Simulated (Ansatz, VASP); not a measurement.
## BeAl in VASP and in Ansatz

```
Be Al
1.0
     2.73911    0.00000    0.00000
    -1.36956    2.37214    0.00000
     0.00000    0.00000    3.81534
Be Al
1 1
Direct
  0.00000 0.00000 0.00000
  0.33333 0.66667 0.50000
```

Alike in both runs: task relaxation of cell and atoms; functional PBE; k mesh 24 × 24 × 14; occupations gaussian, width 0.1 eV; no spin polarisation.

|  | VASP | Ansatz |
| --- | --- | --- |
| version | VASP 6.6.1 | Ansatz 0.2.0 |
| potentials or method | VASP PAW PBE potentials, release 64 (Be, Al) | scalar-relativistic, plane waves, PAW |
| plane-wave cutoff (eV) | 600 | 420 |
| valence electrons in the cell | 5 | 5 |

Ansatz gave:

* gap on the k mesh at the Fermi level, each at its own relaxed structure (eV): none
* relaxed volume (Å³/atom): 12.84
* relaxed cell length with the largest relative difference (Å): 4.019
* energy change over the relaxation (meV/atom): -10

**Question.** What did VASP give for the same quantities?

**Answer.** gap on the k mesh at the Fermi level, each at its own relaxed structure (eV): none; relaxed volume (Å³/atom): 12.84; relaxed cell length with the largest relative difference (Å): 4.020; energy change over the relaxation (meV/atom): -10.

A gap of «none» marks a metal or a gap that the smearing closes.
